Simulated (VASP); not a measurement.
Energy against volume of AlN (wurtzite). Computed with PBE GGA with D3 dispersion (Becke-Johnson damping), VASP's PBE PAW potentials (set 64) (plane waves; VASP). Settings: 520 eV cut-off, 8×8×5 Γ-centred mesh, Gaussian smearing of 0.050 eV, potentials Al N.

Shape and ions are relaxed at each volume.

| V (Å³/atom) | E (eV/atom) |
|---|---|
| 9.782 | -7.68504 |
| 10.095 | -7.70513 |
| 10.407 | -7.71153 |
| 10.719 | -7.70611 |

Problem. Fit these four points and predict the energy of the run at 11.031 Å³/atom.

Solution. A cubic in V^(−2/3), the third-order Birch-Murnaghan form, passes through the four points with V0 = 10.41 Å³/atom and B0 = 202 GPa, and gives -7.6904 eV/atom there. The run gave -7.6905 eV/atom, -0.1 meV/atom from the fit; all five points give B0 = 201 GPa.

The compound is AlN in the wurtzite structure. It was relaxed first.
